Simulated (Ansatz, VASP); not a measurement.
**Cross-check of W (W(211) slab) between VASP and Ansatz**

Aim: how closely do two programs agree when they are given the same cell, functional and k mesh? The cell is taken from a series of runs on this material, whose earlier steps may have relaxed, scaled, displaced or heated it; both programs get it as it stands.

Calculated with Ansatz 0.2.0; plane waves, with VASP 6.6.1 beside it; PBE.

### 1. The structure

The cell holds 20 atoms: 20 W. Its edges and angles: a = 5.517 Å, b = 4.504 Å, c = 26.702 Å, α = 90.0°, β = 90.0°, γ = 90.0°. It derives from W. Slab of W cut on (2 1 1), 11.7 A thick, 2 x 1 surface cells, both faces free; (so at first; earlier steps may have moved the atoms). Lattice constants are starting values near those of PBE. Vacuum lies along c.

### 2. VASP: single point, PBE

A single point takes one fixed geometry, so differences don't come from the geometry; what else differs is listed under the comparison.

Lines of VASP's logs that name or quote its potential files are left out, and so is its time.

Input file INCAR:

```
SYSTEM = W
PREC = Accurate
ENCUT = 520
EDIFF = 1E-06
NELM = 120
ISMEAR = -1
SIGMA = 0.1
LREAL = .FALSE.
ALGO = Normal
GGA = PE
NBANDS = 80
LASPH = .TRUE.
LORBIT = 11
LWAVE = .FALSE.
LCHARG = .FALSE.
ISIF = 2
GGA_COMPAT = .FALSE.
KPAR = 4
```

Input file POSCAR:

```
W
1.0
    5.5165800000      0.0000000000      0.0000000000
    0.0000000000      4.5042700000      0.0000000000
    0.0000000000      0.0000000000     26.7024400000
W
20
Direct
    0.3208700000      0.0000000000      0.2877400000
    0.9987600000      0.5000000000      0.3288900000
    0.1733950000      0.0000000000      0.3786200000
    0.3351300000      0.5000000000      0.4265700000
    0.0014000000      0.0000000000      0.4764200000
    0.1652700000      0.5000000000      0.5235800000
    0.3315400000      0.0000000000      0.5734300000
    0.9932750000      0.5000000000      0.6213800000
    0.1679100000      0.0000000000      0.6711100000
    0.3458000000      0.5000000000      0.7122600000
    0.8208700000      0.0000000000      0.2877400000
    0.4987600000      0.5000000000      0.3288900000
    0.6733950000      0.0000000000      0.3786200000
    0.8351300000      0.5000000000      0.4265700000
    0.5014000000      0.0000000000      0.4764200000
    0.6652700000      0.5000000000      0.5235800000
    0.8315400000      0.0000000000      0.5734300000
    0.4932750000      0.5000000000      0.6213800000
    0.6679100000      0.0000000000      0.6711100000
    0.8458000000      0.5000000000      0.7122600000
```

Input file KPOINTS:

```
Automatic mesh
0
Gamma
7 8 1
0 0 0
```

PAW data sets: W (PBE family, release 64).

Started as:

```console
> mpirun -np 4 vasp_std
```

Numbers of over 12 decimals in the logs are rounded to 6 here.

What it wrote:

```text
[banner, memory and clock lines left out]
running    4 mpi-ranks, on    1 nodes
 distrk:  each k-point on    1 cores,    4 groups
 distr:  one band on    1 cores,    1 groups

 POSCAR found type information on POSCAR W
 POSCAR found :  1 types and      20 ions
|                                                                             |
|               ----> ADVICE to this user running VASP <----                  |
|                                                                             |
|     You have a (more or less) 'large supercell' and for larger cells it     |
|     might be more efficient to use real-space projection operators.         |
|     Therefore, try LREAL= Auto in the INCAR file.                           |
|     Mind: For very accurate calculation, you might also keep the            |
|     reciprocal projection scheme (i.e. LREAL=.FALSE.).                      |
|                                                                             |

 LDA part: xc-table for (Slater+PW92), standard interpolation
 POSCAR, INCAR and KPOINTS ok, starting setup
 FFT: planning ... GRIDC
 FFT: planning ... GRID_SOFT
 FFT: planning ... GRID
 WAVECAR not read
 entering main loop
       N       E                     dE             d eps       ncg     rms          rms(c)
DAV:   1     0.587735658843E+03    0.58774E+03   -0.47050E+04  3200   0.123E+03
DAV:   2    -0.178411361026E+03   -0.76615E+03   -0.70789E+03  4160   0.286E+02
DAV:   3    -0.259641617235E+03   -0.81230E+02   -0.77710E+02  4368   0.825E+01
DAV:   4    -0.265354297978E+03   -0.57127E+01   -0.55977E+01  5024   0.187E+01
DAV:   5    -0.265573828234E+03   -0.21953E+00   -0.21714E+00  4976   0.385E+00    0.843E+01
DAV:   6    -0.261872195922E+03    0.37016E+01   -0.68788E+01  5208   0.222E+01    0.441E+01
DAV:   7    -0.398962165641E+03   -0.13709E+03   -0.88003E+02  6032   0.103E+02    0.404E+01
DAV:   8    -0.260123177678E+03    0.13884E+03   -0.54086E+02  5656   0.704E+01    0.257E+01
DAV:   9    -0.250771980553E+03    0.93512E+01   -0.10171E+02  5352   0.298E+01    0.101E+01
DAV:  10    -0.250277483428E+03    0.49450E+00   -0.13022E+01  5288   0.969E+00    0.683E+00
DAV:  11    -0.250271259515E+03    0.62239E-02   -0.64169E-01  4832   0.247E+00    0.589E+00
DAV:  12    -0.250169349545E+03    0.10191E+00   -0.83821E-02  4728   0.703E-01    0.493E+00
DAV:  13    -0.249821115802E+03    0.34823E+00   -0.93454E-01  4568   0.204E+00    0.206E+00
DAV:  14    -0.249805828085E+03    0.15288E-01   -0.33878E-01  5296   0.135E+00    0.159E+00
[...]
DAV:  24    -0.249802936897E+03   -0.24098E-04   -0.19569E-05  4544   0.889E-03    0.122E-02
DAV:  25    -0.249802982447E+03   -0.45550E-04   -0.55101E-06  3936   0.657E-03    0.784E-03
DAV:  26    -0.249803003508E+03   -0.21061E-04   -0.10161E-06  2616   0.322E-03    0.528E-03
DAV:  27    -0.249803022412E+03   -0.18904E-04   -0.78950E-07  2608   0.228E-03    0.154E-03
DAV:  28    -0.249803033141E+03   -0.10729E-04   -0.66831E-07  2488   0.190E-03    0.187E-03
DAV:  29    -0.249803036487E+03   -0.33459E-05   -0.33502E-07  2288   0.176E-03    0.202E-03
DAV:  30    -0.249803037831E+03   -0.13438E-05   -0.12455E-07  2208   0.135E-03    0.785E-04
DAV:  31    -0.249803038594E+03   -0.76352E-06   -0.63858E-08  2168   0.597E-04
   1 F= -.24980304E+03 E0= -.24958549E+03  d E =-.435102E+00
```

OUTCAR, selected parts (step 2):

```text
ion  position               nearest neighbor table
   1  0.321  0.000  0.288-   3 2.56  12 2.69  12 2.69  11 2.76  11 2.76   2 3.07   2 3.07  13 3.11

  LATTYP: Found a simple orthorhombic cell.
 ALAT       =     4.5042700000
 B/A-ratio  =     1.2247445202
 C/A-ratio  =     5.9282503047

 Subroutine GETGRP returns: Found  4 space group operations
 (whereof  2 operations were pure point group operations)

The static configuration has the point symmetry C_1h.
 The point group associated with its full space group is C_2h.

 Found     20 irreducible k-points:

   k-points           NKPTS =     20   k-points in BZ     NKDIM =     20   number of bands    NBANDS=     80

   dimension x,y,z NGX =    42 NGY =   36 NGZ =  200
   dimension x,y,z NGXF=    84 NGYF=   72 NGZF=  400

   ENCUT  =  520.0 eV  38.22 Ry    6.18 a.u.  10.26  8.37 49.65*2*pi/ulx,y,z

   NELECT =     120.0000    total number of electrons

 k-points in reciprocal lattice and weights: Automatic mesh
   0.00000000  0.00000000  0.00000000       0.018
   0.14285714  0.00000000  0.00000000       0.036
   0.28571429  0.00000000  0.00000000       0.036
   0.42857143  0.00000000  0.00000000       0.036
   0.00000000  0.12500000  0.00000000       0.036
   0.14285714  0.12500000  0.00000000       0.071
   0.28571429  0.12500000  0.00000000       0.071
   0.42857143  0.12500000  0.00000000       0.071
   0.00000000  0.25000000  0.00000000       0.036
[...]
0.28571429  0.50000000  0.00000000       0.036
   0.42857143  0.50000000  0.00000000       0.036

 average (electrostatic) potential at core
       1 -43.9932       2 -44.1400       3 -44.2772       4 -44.2472       5 -44.2670
       6 -44.2670       7 -44.2472       8 -44.2772       9 -44.1400      10 -43.9932
      11 -43.9932      12 -44.1400      13 -44.2772      14 -44.2472      15 -44.2670
      16 -44.2670      17 -44.2472      18 -44.2772      19 -44.1400      20 -43.9932

 E-fermi :   1.4913

 k-point     1 :       0.0000    0.0000    0.0000
  band No.  band energies     occupation
    ...
     55       0.7161      1.99914
     56       0.7633      1.99862
     57       1.1408      1.94165
     58       1.3995      1.42900
     59       1.5490      0.71897
     60       1.7993      0.08784
     61       2.0462      0.00775
     62       2.2041      0.00160
     63       2.6542      0.00002
     64       2.6819      0.00001
    ...

 k-point     2 :       0.1429    0.0000    0.0000
  band No.  band energies     occupation
    ...
     55       0.6845      1.99937
     56       0.7689      1.99854
     57       0.9245      1.99311
     58       1.3539      1.59601
     59       1.4733      1.08943
     60       1.7472      0.14365
     61       1.8764      0.04161
     62       1.9592      0.01841
     63       2.1651      0.00237
     64       2.2694      0.00083
    ...

 k-point     3 :       0.2857    0.0000    0.0000
  band No.  band energies     occupation
    ...
     58       1.1105      1.95654
     59       1.2094      1.88732
     60       1.3203      1.69363
     61       1.3316      1.66310
     62       1.5908      0.53961
     63       1.6520      0.33388
     64       1.9224      0.02648
     65       2.0787      0.00561
     66       2.2770      0.00077
     67       2.5985      0.00003
    ...

  Total      -18.6244009    -14.7779604     -6.0790656      0.0000000      0.0000000      0.5563605
  in kB      -44.9725600    -35.6845148    -14.6791911      0.0000000      0.0000000      1.3434503
  external PRESSURE =     -31.7787553 kB  Pullay stress =       0.0000000 kB

  energy-cutoff  :      520.00
  volume of cell :      663.51
      direct lattice vectors                 reciprocal lattice vectors
     5.516580000  0.000000000  0.000000000     0.181271730  0.000000000  0.000000000
     0.000000000  4.504270000  0.000000000     0.000000000  0.222011558  0.000000000
     0.000000000  0.000000000 26.702440000     0.000000000  0.000000000  0.037449761

 POSITION                                       TOTAL-FORCE (eV/Angst)
 -----------------------------------------------------------------------------------
      1.77011      0.00000      7.68336         0.024757     -0.000000      0.329728
      5.50974      2.25213      8.78217        -0.098956      0.000000      0.037669
      0.95655      0.00000     10.11008         0.025395     -0.000000     -0.169829
      1.84877      2.25213     11.39046         0.036443     -0.000000     -0.012597
      0.00772      0.00000     12.72158         0.028522      0.000000      0.019495
      0.91173      2.25213     13.98086        -0.028522      0.000000     -0.019495
      1.82897      0.00000     15.31198        -0.036443      0.000000      0.012597
      5.47948      2.25213     16.59236        -0.025395      0.000000      0.169829
      0.92629      0.00000     17.92027         0.098956     -0.000000     -0.037669
      1.90763      2.25213     19.01908        -0.024757      0.000000     -0.329728
      4.52840      0.00000      7.68336         0.024757     -0.000000      0.329728
      2.75145      2.25213      8.78217        -0.098956      0.000000      0.037669
      3.71484      0.00000     10.11008         0.025395     -0.000000     -0.169829
      4.60706      2.25213     11.39046         0.036443     -0.000000     -0.012597
      2.76601      0.00000     12.72158         0.028522      0.000000      0.019495
      3.67002      2.25213     13.98086        -0.028522      0.000000     -0.019495
      4.58726      0.00000     15.31198        -0.036443     -0.000000      0.012597
      2.72119      2.25213     16.59236        -0.025395      0.000000      0.169829
      3.68458      0.00000     17.92027         0.098956     -0.000000     -0.037669
      4.66592      2.25213     19.01908        -0.024757      0.000000     -0.329728
 -----------------------------------------------------------------------------------
    total drift:                                0.000000      0.000000      0.000000

  FREE ENERGIE OF THE ION-ELECTRON SYSTEM (eV)
  ---------------------------------------------------
  free  energy   TOTEN  =      -249.8030385943 eV

  energy  without entropy=     -249.3679367145  energy(sigma->0) =     -249.58548765

 total charge
# of ion       s       p       d       tot
------------------------------------------
    1        0.701   0.456   4.116   5.273
    2        0.675   0.632   4.090   5.397
    3        0.685   0.701   4.175   5.561
    4        0.667   0.700   4.132   5.499
    5        0.668   0.698   4.124   5.490
    6        0.668   0.698   4.124   5.490
    7        0.667   0.700   4.132   5.499
    8        0.685   0.701   4.175   5.561
    9        0.675   0.632   4.090   5.397
   10        0.701   0.456   4.116   5.273
   11        0.701   0.456   4.116   5.273
   12        0.675   0.632   4.090   5.397
   13        0.685   0.701   4.175   5.561
   14        0.667   0.700   4.132   5.499
   15        0.668   0.698   4.124   5.490
   16        0.668   0.698   4.124   5.490
   17        0.667   0.700   4.132   5.499
   18        0.685   0.701   4.175   5.561
   19        0.675   0.632   4.090   5.397
   20        0.701   0.456   4.116   5.273
--------------------------------------------------
tot         13.582  12.754  82.546 108.882

[... 3 further parts left out ...]
```

[end of part 1 of 2]

[Lines on the potential files, build, host, timing and source positions are cut from VASP's logs without a mark.]

[Logs are printed without paths, hosts, clocks, repeated set-up lines and the standing remarks that a program may print on its own settings, such as how far it seeks lower states.]

[Hosts, paths, dates, database ids (printed as entryN), source tags and the programs' standing remarks are cut or masked in the printed files.]
